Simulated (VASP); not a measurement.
Data:

```
BaZrO3
1.0
    4.15767     0.00000     0.00000
    0.00000     4.15767     0.00000
    0.00000     0.00000     4.15767
Ba Zr O
1 1 3
Direct
  0.00000   0.00000   0.00000
  0.50000   0.50000   0.50000
  0.50000   0.00000   0.50000
  0.00000   0.50000   0.50000
  0.50000   0.50000   0.00000
```

Level of theory: LDA (Ceperley-Alder, Perdew-Zunger), VASP's LDA PAW potentials (set 64) (plane waves; VASP 6.6.1). Numerical set-up: 620 eV cut-off, 5×5×5 Γ-centred mesh, Gaussian smearing of 0.050 eV, potentials Ba_sv Zr_sv O.

**Question.** Estimate the energy per atom (σ→0).

**Answer.** 
The energy per atom (σ→0) is -9.150 eV/atom.

Only differences to runs with the same potentials and settings are physical.

The compound is BaZrO3 in the cubic perovskite structure. It was relaxed first.
